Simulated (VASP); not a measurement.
# BN (Qingsongite): exact exchange and RPA correlation

How do semilocal functionals compare with the RPA for BN (Qingsongite), and at what cost? The scan starts from a database cell scaled to its smallest volume. The cell is of the zinc-blende type. The start is a cell from a database of measured crystal structures.

Main program and level: VASP 6.6.1; RPA correlation on PBE orbitals; plane waves and PAW (N_GW, B_GW), in the first sound run; inputs show where later runs differ.

### Step 1. The starting structure

It takes space group F-43m (No. 216, cubic). Conventional cell: a = 3.541 Å, b = 3.541 Å, c = 3.541 Å, α = 90.00°, β = 90.00°, γ = 90.00°. N has 4 B at 1.53 Å nearest. B has 4 N at 1.53 Å nearest. Farther neighbours, and contacts between anions beyond the nearest, are not listed.

As a file:

```cif
data_structure
_symmetry_space_group_name_H-M 'F-43m'
_symmetry_Int_Tables_number 216
_cell_length_a 3.5412
_cell_length_b 3.5412
_cell_length_c 3.5412
_cell_angle_alpha 90.000
_cell_angle_beta 90.000
_cell_angle_gamma 90.000
_cell_volume 44.41
loop_
_atom_site_label
_atom_site_type_symbol
_atom_site_symmetry_multiplicity
_atom_site_Wyckoff_symbol
_atom_site_fract_x
_atom_site_fract_y
_atom_site_fract_z
_atom_site_occupancy
N1 N 4 c 0.25000 0.25000 0.25000 1
B1 B 4 a 0.00000 0.00000 0.00000 1
```

### Step 2. Orbitals, volume ratio 0.94

RPA gives no stress here, so the energy is scanned over volumes, at one cutoff and mesh. Volumes are given as ratios to a reference cell, and this first cell is that cell scaled to 0.94. Each point starts from PBE orbitals, tightly converged.

The input, INCAR:

```
SYSTEM = BN
PREC = Accurate
ENCUT = 570
EDIFF = 1E-08
NELM = 100
ISMEAR = 0
SIGMA = 0.05
LREAL = .FALSE.
ALGO = Normal
GGA = PE
NBANDS = 10
LORBIT = 11
LWAVE = .TRUE.
LCHARG = .FALSE.
KPAR = 8
```

The input, POSCAR:

```
BN
1.0
    0.0000000000      1.7706018915      1.7706018915
    1.7706018915      0.0000000000      1.7706018915
    1.7706018915      1.7706018915      0.0000000000
N B
1 1
Direct
    0.7500000000      0.7500000000      0.7500000000
    0.0000000000      0.0000000000      0.0000000000
```

The input, KPOINTS:

```
Automatic mesh
0
Gamma
6 6 6
0 0 0
```

Potentials, in the order of the species: N_GW and B_GW (PBE family, release 64).

Run with:

```bash
$ mpirun -np 8 vasp_std
```

The log of the run:

```text
[banner, memory and clock lines left out]
running    8 mpi-ranks, on    1 nodes
 distrk:  each k-point on    1 cores,    8 groups
 distr:  one band on    1 cores,    1 groups

 POSCAR found type information on POSCAR N B
 POSCAR found :  2 types and       2 ions
|                                                                             |
|           W    W    AA    RRRRR   N    N  II  N    N   GGGG   !!!           |
|           W    W   A  A   R    R  NN   N  II  NN   N  G    G  !!!           |
|           W    W  A    A  R    R  N N  N  II  N N  N  G       !!!           |
|           W WW W  AAAAAA  RRRRR   N  N N  II  N  N N  G  GGG   !            |
|           WW  WW  A    A  R   R   N   NN  II  N   NN  G    G                |
|           W    W  A    A  R    R  N    N  II  N    N   GGGG   !!!           |
|                                                                             |
|     For optimal performance we recommend to set                             |
|       NCORE = 2 up to number-of-cores-per-socket                            |
|     NCORE specifies how many cores store one orbital (NPAR=cpu/NCORE).      |
|     This setting can greatly improve the performance of VASP for DFT.       |
|     The default, NCORE=1 might be grossly inefficient on modern             |
|     multi-core architectures or massively parallel machines. Do your        |
|     Unfortunately you need to use the default for GW and RPA                |
|     calculations (for HF NCORE is supported but not extensively tested      |
|     yet).                                                                   |
|                                                                             |

 LDA part: xc-table for (Slater+PW92), standard interpolation
 POSCAR, INCAR and KPOINTS ok, starting setup
 FFT: planning ... GRIDC
 FFT: planning ... GRID_SOFT
 FFT: planning ... GRID
 WAVECAR not read
 entering main loop
       N       E                     dE             d eps       ncg     rms          rms(c)
DAV:   1     0.376154E+02    0.37615E+02   -0.59727E+03   320   0.958E+02
DAV:   2    -0.170563E+02   -0.54672E+02   -0.52131E+02   370   0.272E+02
DAV:   3    -0.184196E+02   -0.13633E+01   -0.13586E+01   394   0.412E+01
DAV:   4    -0.184259E+02   -0.62970E-02   -0.62964E-02   404   0.285E+00
DAV:   5    -0.184259E+02   -0.29072E-04   -0.29072E-04   382   0.174E-01    0.634E+00
DAV:   6    -0.175050E+02    0.92091E+00   -0.27646E+00   442   0.155E+01    0.243E+00
DAV:   7    -0.174063E+02    0.98722E-01   -0.12288E-01   462   0.380E+00    0.118E+00
DAV:   8    -0.173909E+02    0.15412E-01   -0.40837E-02   462   0.214E+00    0.153E-01
DAV:   9    -0.173913E+02   -0.46513E-03   -0.89918E-04   368   0.313E-01    0.355E-02
DAV:  10    -0.173913E+02   -0.25854E-05   -0.55610E-05   402   0.924E-02    0.911E-03
DAV:  11    -0.173913E+02   -0.36048E-05   -0.50922E-06   374   0.232E-02    0.305E-03
DAV:  12    -0.173913E+02    0.79937E-07   -0.54053E-07   432   0.865E-03    0.463E-04
DAV:  13    -0.173913E+02   -0.65594E-07   -0.26293E-08   346   0.166E-03    0.762E-05
DAV:  14    -0.173913E+02   -0.10995E-07   -0.76060E-10   222   0.315E-04    0.270E-05
DAV:  15    -0.173913E+02    0.11460E-08   -0.55963E-11   202   0.991E-05
   1 F= -.17391348E+02 E0= -.17391348E+02  d E =-.293584E-18
 writing wavefunctions
```

The job ended after 1.2 s (8 MPI ranks of Intel Xeon 6975P-C (Granite Rapids), shared host; peak memory 0.86 GiB).

Lines that name or quote the potential files are left out of all logs, and their timing lines are given in words.

OUTCAR, selected parts (step 2):

```text
ion  position               nearest neighbor table
   1  0.750  0.750  0.750-   2 1.53   2 1.53   2 1.53   2 1.53
   2  0.000  0.000  0.000-   1 1.53   1 1.53   1 1.53   1 1.53

  LATTYP: Found a face centered cubic cell.
 ALAT       =     3.5412037830

 Subroutine GETGRP returns: Found 24 space group operations
 (whereof 24 operations were pure point group operations)

The static configuration has the point symmetry T_d .

 Found     16 irreducible k-points:

   k-points           NKPTS =     16   k-points in BZ     NKDIM =     16   number of bands    NBANDS=     10

   dimension x,y,z NGX =    20 NGY =   20 NGZ =   20
   dimension x,y,z NGXF=    40 NGYF=   40 NGZF=   40

   ENCUT  =  570.0 eV  41.89 Ry    6.47 a.u.   4.87  4.87  4.87*2*pi/ulx,y,z

   NELECT =       8.0000    total number of electrons

 k-points in reciprocal lattice and weights: Automatic mesh
   0.00000000  0.00000000  0.00000000       0.005
   0.16666667  0.00000000  0.00000000       0.037
   0.33333333  0.00000000  0.00000000       0.037
   0.50000000  0.00000000  0.00000000       0.019
   0.16666667  0.16666667  0.00000000       0.028
   0.33333333  0.16666667  0.00000000       0.111
   0.50000000  0.16666667  0.00000000       0.111
  -0.33333333  0.16666667  0.00000000       0.111
  -0.16666667  0.16666667  0.00000000       0.056
[...]
-0.33333333  0.33333333  0.16666667       0.111
  -0.33333333  0.50000000  0.16666667       0.056

 average (electrostatic) potential at core
       1 -58.5432       2 -23.5572

 E-fermi :   8.5397

 k-point     1 :       0.0000    0.0000    0.0000
  band No.  band energies     occupation
      1     -12.7083      2.00000
      2       8.2447      2.00000
      3       8.2447      2.00000
      4       8.2447      2.00000
      5      17.3623      0.00000
      6      17.3623      0.00000
      7      17.3623      0.00000
      8      19.6193      0.00000
      9      34.1752      0.00000
    ...

 k-point     2 :       0.1667    0.0000    0.0000
  band No.  band energies     occupation
      1     -12.0046      2.00000
      2       5.0977      2.00000
      3       7.5813      2.00000
      4       7.5813      2.00000
      5      18.1213      0.00000
      6      18.3346      0.00000
      7      18.3346      0.00000
      8      21.3944      0.00000
      9      32.8422      0.00000
    ...

 k-point     3 :       0.3333    0.0000    0.0000
  band No.  band energies     occupation
      1     -10.0312      2.00000
      2      -0.0039      2.00000
      3       6.5831      2.00000
      4       6.5831      2.00000
      5      18.8971      0.00000
      6      19.2737      0.00000
      7      19.2737      0.00000
      8      23.5297      0.00000
      9      32.3345      0.00000
    ...

  Total        2.0465646      2.0465646      2.0465646     -0.0000000      0.0000000      0.0000000
  in kB      295.3542837    295.3542837    295.3542837     -0.0000000      0.0000000      0.0000000
  external PRESSURE =     295.3542837 kB  Pullay stress =       0.0000000 kB

  energy-cutoff  :      570.00
  volume of cell :       11.10
      direct lattice vectors                 reciprocal lattice vectors
     0.000000000  1.770601891  1.770601891    -0.282389849  0.282389849  0.282389849
     1.770601891  0.000000000  1.770601891     0.282389849 -0.282389849  0.282389849
     1.770601891  1.770601891  0.000000000     0.282389849  0.282389849 -0.282389849

 POSITION                                       TOTAL-FORCE (eV/Angst)
 -----------------------------------------------------------------------------------
      2.65590      2.65590      2.65590        -0.000000      0.000000      0.000000
      0.00000      0.00000      0.00000         0.000000     -0.000000     -0.000000
 -----------------------------------------------------------------------------------
    total drift:                               -0.000001     -0.000001     -0.000001

  FREE ENERGIE OF THE ION-ELECTRON SYSTEM (eV)
  ---------------------------------------------------
  free  energy   TOTEN  =       -17.3913481726 eV

  energy  without entropy=      -17.3913481726  energy(sigma->0) =      -17.39134817

 total charge
# of ion       s       p       d       tot
------------------------------------------
    1        1.179   2.737   0.000   3.916
    2        0.660   1.334   0.000   1.994
--------------------------------------------------
tot          1.839   4.071   0.000   5.910

[... 3 further parts left out ...]
```

The gap is read on the k-mesh alone, so it is an upper bound where the band edges lie off the mesh.

A gap read on the k-mesh alone can miss the band edges.

This step gave:

```
free energy (TOTEN)            : -17.39 eV
Fermi energy                   : 8.540 eV
pressure                       : 29.54 GPa
gap on the k-mesh              : 4.527 eV
least direct gap on the k-mesh : 9.118 eV
```

### Step 3. Exact exchange, volume ratio 0.94

This step: Hartree-Fock energy on PBE orbitals; plane waves and PAW (N_GW, B_GW) (VASP 6.6.1).

The Hartree-Fock energy is evaluated once on these orbitals (ALGO = Eigenval, NELM = 1), without letting them relax. It uses the mesh of the correlation step, since the long-wavelength errors of the two partly cancel, and the total energy is their sum.

The input, INCAR:

```
SYSTEM = BN
PREC = Accurate
ENCUT = 570
ISMEAR = 0
SIGMA = 0.05
LREAL = .FALSE.
GGA = PE
NBANDS = 10
ALGO = Eigenval
NELM = 1
LHFCALC = .TRUE.
AEXX = 1
ALDAC = 0
AGGAC = 0
PRECFOCK = Normal
LWAVE = .FALSE.
LCHARG = .FALSE.
```

POSCAR is that of step 2.

KPOINTS is that of step 2.

The run starts from files that an earlier step left in the folder.

Run with:

```bash
$ mpirun -np 8 vasp_std
```

The log of the run:

```text
[banner, memory and clock lines left out]
running    8 mpi-ranks, on    1 nodes
 distrk:  each k-point on    8 cores,    1 groups
 distr:  one band on    1 cores,    8 groups

 POSCAR found type information on POSCAR N B
 POSCAR found :  2 types and       2 ions
 [... a notice as in an earlier step ...]

 LDA part: xc-table for (Slater+PW92), standard interpolation
|                                                                             |
|           W    W    AA    RRRRR   N    N  II  N    N   GGGG   !!!           |
|           W    W   A  A   R    R  NN   N  II  NN   N  G    G  !!!           |
|           W    W  A    A  R    R  N N  N  II  N N  N  G       !!!           |
|           W WW W  AAAAAA  RRRRR   N  N N  II  N  N N  G  GGG   !            |
|           WW  WW  A    A  R   R   N   NN  II  N   NN  G    G                |
|           W    W  A    A  R    R  N    N  II  N    N   GGGG   !!!           |
|                                                                             |
|     The number of bands has been changed from the values supplied in        |
|     The orbitals not found in the WAVECAR file will be initialized with     |
|     random numbers, which is usually adequate. For correlated               |
|     calculations, however, you should redo the groundstate calculation.     |
|     I found NBANDS = 10. Now, NBANDS = 16.                                  |
|                                                                             |

 found WAVECAR, reading the header
  number of bands has changed, file:    10 present:    16
  trying to continue reading WAVECAR, but it might fail
 POSCAR, INCAR and KPOINTS ok, starting setup
 FFT: planning ... GRIDC
 FFT: planning ... GRID_SOFT
 FFT: planning ... GRID
 reading WAVECAR
 random initialization beyond band           10
 the WAVECAR file was read successfully
 initial charge from wavefunction
 entering main loop
       N       E                     dE             d eps       ncg     rms          rms(c)
EIG:   1    -0.295252E+02   -0.29525E+02    0.00000E+00     0   0.000E+00
   1 F= -.29525224E+02 E0= -.29525224E+02  d E =-.414378E-52
```

It took 4.6 s on 8 MPI ranks; peak memory 0.78 GiB; 30 s of CPU time.

OUTCAR, selected parts (step 3):

```text
The static configuration has the point symmetry T_d .

 Found     16 irreducible k-points:

   k-points           NKPTS =     16   k-points in BZ     NKDIM =    216   number of bands    NBANDS=     16

   NELECT =       8.0000    total number of electrons

  exchange ACFDT corr.  =         0.00000000  see jH, gK, PRB 81, 115126

 E-fermi :   8.7756

 k-point     1 :       0.0000    0.0000    0.0000
  band No.  band energies     occupation
      1     -23.8885      2.00000
      2       4.5758      2.00000
      3       4.5758      2.00000
      4       4.5758      2.00000
      5      24.1939      0.00000
      6      24.1939      0.00000
      7      24.1939      0.00000
      8      26.8755      0.00000
      9      42.4845      0.00000
    ...

 k-point     2 :       0.1667    0.0000    0.0000
  band No.  band energies     occupation
      1     -22.9773      2.00000
      2       0.4551      2.00000
      3       3.7447      2.00000
      4       3.7447      2.00000
      5      24.9320      0.00000
      6      25.4453      0.00000
      7      25.4453      0.00000
      8      29.2941      0.00000
      9      40.4002      0.00000
    ...

 POSITION                                       TOTAL-FORCE (eV/Angst)
 -----------------------------------------------------------------------------------
      2.65590      2.65590      2.65590        -0.000000      0.000000     -0.000000
      0.00000      0.00000      0.00000         0.000000     -0.000000      0.000000
 -----------------------------------------------------------------------------------
    total drift:                               -0.000001     -0.000000     -0.000001

  FREE ENERGIE OF THE ION-ELECTRON SYSTEM (eV)
  ---------------------------------------------------
  free  energy   TOTEN  =       -29.5252244714 eV

  energy  without entropy=      -29.5252244714  energy(sigma->0) =      -29.52522447

[... 7 parts as in an earlier step ...]

[... 5 further parts left out ...]
```

Read from the output:

| Item | Value |
| --- | --- |
| free energy (TOTEN) | -29.53 eV |

The Hartree-Fock energy on these orbitals is -14.7626 eV an atom.

### Step 4. Empty bands, volume ratio 0.94

This step: PBE; plane waves and PAW (N_GW, B_GW) (VASP 6.6.1).

ALGO = Exact makes the empty bands from the converged ground state in one step. LOPTICS writes the k-derivatives of the orbitals (WAVEDER), which give the long-wavelength limit of the screening.

The input, INCAR:

```
SYSTEM = BN
PREC = Accurate
ENCUT = 570
ISMEAR = 0
SIGMA = 0.05
LREAL = .FALSE.
GGA = PE
NBANDS = 344
ALGO = Exact
NELM = 1
LWAVE = .TRUE.
LCHARG = .FALSE.
LOPTICS = .TRUE.
NEDOS = 1000
CSHIFT = 0.1
```

POSCAR is that of step 3.

KPOINTS is that of step 3.

Run with:

```bash
$ mpirun -np 8 vasp_std
```

The log of the run:

```text
[banner, memory and clock lines left out]
running    8 mpi-ranks, on    1 nodes
 distrk:  each k-point on    8 cores,    1 groups
 distr:  one band on    1 cores,    8 groups

 POSCAR found type information on POSCAR N B
 POSCAR found :  2 types and       2 ions
 [... a notice as in an earlier step ...]

 LDA part: xc-table for (Slater+PW92), standard interpolation
 found WAVECAR, reading the header
  number of bands has changed, file:    10 present:   344
  trying to continue reading WAVECAR, but it might fail
 POSCAR, INCAR and KPOINTS ok, starting setup
 FFT: planning ... GRIDC
 FFT: planning ... GRID_SOFT
 FFT: planning ... GRID
 reading WAVECAR
 random initialization beyond band           10
 the WAVECAR file was read successfully
 initial charge from wavefunction
 entering main loop
       N       E                     dE             d eps       ncg     rms          rms(c)
DIA:   1    -0.173913E+02   -0.17391E+02    0.00000E+00     0   0.000E+00
   1 F= -.17391348E+02 E0= -.17391348E+02  d E =-.118831E-34
 writing wavefunctions
 optical routines
 imaginary and real dielectric function
 recalculating local potential from charge density
 direction            1
 direction            2
 direction            3
```

The job ended after 1.6 s (8 MPI ranks; peak memory 0.88 GiB).

Parts of OUTCAR (step 4):

```text
The static configuration has the point symmetry T_d .

 Found     16 irreducible k-points:

   k-points           NKPTS =     16   k-points in BZ     NKDIM =     16   number of bands    NBANDS=    344

   NELECT =       8.0000    total number of electrons

 E-fermi :   8.6706

 k-point     1 :       0.0000    0.0000    0.0000
  band No.  band energies     occupation
      1     -12.7083      2.00000
      2       8.2446      2.00000
      3       8.2446      2.00000
      4       8.2447      2.00000
      5      17.3623      0.00000
      6      17.3623      0.00000
      7      17.3623      0.00000
      8      19.6193      0.00000
      9      34.1752      0.00000
    ...

  Total        2.0465847      2.0465847      2.0465847      0.0000000      0.0000000      0.0000000
  in kB      295.3571776    295.3571776    295.3571776      0.0000000      0.0000000      0.0000000
  external PRESSURE =     295.3571776 kB  Pullay stress =       0.0000000 kB

 POSITION                                       TOTAL-FORCE (eV/Angst)
 -----------------------------------------------------------------------------------
      2.65590      2.65590      2.65590         0.000000      0.000000     -0.000000
      0.00000      0.00000      0.00000        -0.000000     -0.000000      0.000000
 -----------------------------------------------------------------------------------
    total drift:                               -0.000001     -0.000001     -0.000001

  FREE ENERGIE OF THE ION-ELECTRON SYSTEM (eV)
  ---------------------------------------------------
  free  energy   TOTEN  =       -17.3913481716 eV

  energy  without entropy=      -17.3913481716  energy(sigma->0) =      -17.39134817

 plasma frequency squared (from intraband transitions) (eV^2)
  --------------------------------------------------------------------------------------
       0.000       0.000       0.000
       0.000       0.000       0.000
       0.000       0.000       0.000

[... 13 parts as in an earlier step ...]
```

WAVECAR now holds 344 bands for 8 electrons.

[end of part 1 of 6]

[Long decimals in the printed logs are rounded to 6 places.]

[Lines on the potential files, build, host, timing and source positions are cut from VASP's logs without a mark.]

[Logs are printed without paths, hosts, clocks, repeated set-up lines and the standing remarks that a program may print on its own settings, such as how far it seeks lower states.]

[Hosts, paths, dates, database ids (printed as entryN), source tags and the programs' standing remarks are cut or masked in the printed files.]

[Measured values are set beside computed ones only where the two were judged alike; some that the calculation misses by far are left out.]

[Pressures printed for these runs are not shown converged in the cutoff: they can be off by several GPa and have the wrong sign.]
